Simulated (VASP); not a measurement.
Given:

```xyz
6
Lattice="1.6654 -2.8845 0.0000 1.6654 2.8845 0.0000 0.0000 0.0000 14.7130" Properties=species:S:1:pos:R:3 pbc="T T T"
W      1.6654     0.9615     3.6783
W      1.6654    -0.9615    11.0348
Se     1.6654     0.9615    12.7405
Se     1.6654    -0.9615     5.3840
Se     1.6654    -0.9615     1.9725
Se     1.6654     0.9615     9.3291
```

Level of theory: AM05 GGA, VASP's PBE PAW potentials (set 64) (plane waves; VASP). Numerical set-up: 520 eV cut-off, 8×8×2 Γ-centred mesh, Gaussian smearing of 0.050 eV, potentials W_sv Se.

Without a dispersion term in the relaxation, distances and binding between the weakly bound layers, chains or molecules are unreliable, and so is what depends on them.

Question: The ions and cell shape at fixed volume are relaxed. Predict the relaxed structure.

Answer: 
```xyz
6
Lattice="1.6335 -2.8294 0.0000 1.6335 2.8294 0.0000 0.0000 0.0000 15.2926" Properties=species:S:1:pos:R:3 pbc="T T T"
W      1.6335     0.9431     3.8232
W      1.6335    -0.9431    11.4695
Se     1.6335     0.9431    13.1418
Se     1.6335    -0.9431     5.4955
Se     1.6335    -0.9431     2.1509
Se     1.6335     0.9431     9.7972
```
Space group P6_3/mmc (194), at a tolerance of 0.03 Å.

Question: How much energy does the relaxation gain?

Answer: The energy (σ→0) changes by -29.0 meV/atom, in 8 ionic steps.

| step | E(σ→0) (eV) | max force (eV/Å) | pressure (GPa) | volume (Å³) |
|---|---|---|---|---|
| 1 | -44.9160 | 0.939 | -6.47 | 141.36 |
| 2 | -45.0079 | 0.119 | -3.16 | 141.36 |
| 3 | -45.0080 | 0.087 | -3.04 | 141.36 |
| 4 | -45.0576 | 0.030 | -1.78 | 141.36 |
| 5 | -45.0894 | 0.082 | 0.48 | 141.36 |
| 6 | -45.0894 | 0.079 | 0.41 | 141.36 |
| 7 | -45.0895 | 0.071 | -0.15 | 141.36 |
| 8 | -45.0901 | 0.001 | 0.12 | 141.36 |

The compound is WSe2 in the 2H layered structure. This cell is one point of a volume scan, at 1.06 of the reference volume. Symmetry was kept, so distortions that lower it aren't found.
